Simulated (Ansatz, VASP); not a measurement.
# Two plane-wave programs on TaTe

File INCAR:

```
PREC = Accurate
ENCUT = 520
EDIFF = 1E-7
ISMEAR = -1
SIGMA = 0.05
LREAL = F
LASPH = T
NELM = 80
ALGO = Normal
ISIF = 2
LWAVE = F
LCHARG = F
GGA = PE
NBANDS = 16
```

KPOINTS

```
Automatic mesh
0
Gamma
  8 8 8
```

Contents of POSCAR:

```
TaTe
1.0
    3.4650963454      0.0000000000      0.0000000000
    0.0000000000      3.4650963454      0.0000000000
    0.0000000000      0.0000000000      3.4650963454
Ta Te
1 1
Direct
    0.5000000000      0.5000000000      0.5000000000
    0.0000000000      0.0000000000      0.0000000000
```

File input.yaml:

```yaml
crystal:
  lattice:
    - [3.4650963454, 0.0, 0.0]
    - [0.0, 3.4650963454, 0.0]
    - [0.0, 0.0, 3.4650963454]
  atoms:
    - { symbol: Ta, position: [0.5, 0.5, 0.5] }
    - { symbol: Te, position: [0.0, 0.0, 0.0] }
hamiltonian:
  xc: pbe
  pseudopotentials: { kind: paw }
kpoints:
  mp_grid: { grid: [8, 8, 8] }
scf:
  occupations: { method: fermi_dirac, width: 0.05 }
output:
  forces: true
  stress: true
  eigenvalues: true
```

Change from the starting cell: volume scaled by 1.04.

Alike in both runs: task single point; functional PBE; k mesh 8 × 8 × 8; occupations fermi-dirac, width 0.05 eV; no spin polarisation.

|  | VASP | Ansatz |
| --- | --- | --- |
| version | VASP 6.6.1 | Ansatz 0.2.0 |
| potentials or method | VASP PAW PBE potentials, release 64 (Ta_pv, Te) | Ansatz PAW |
| plane-wave cutoff (eV) | 520 | 420 |
| valence electrons in the cell | 17 | 29 |

```tsv
	VASP	Ansatz	Ansatz less VASP
gap on the k mesh at the Fermi level (eV)	none	none	-
pressure (GPa)	-5.1	-5.1	-0.01
```

A gap of «none» marks a metal or a gap that the smearing closes. The two sets of potentials don't hold the same shells in valence.

The runs have no spin-orbit coupling, so splittings on Ta, Te are missing.
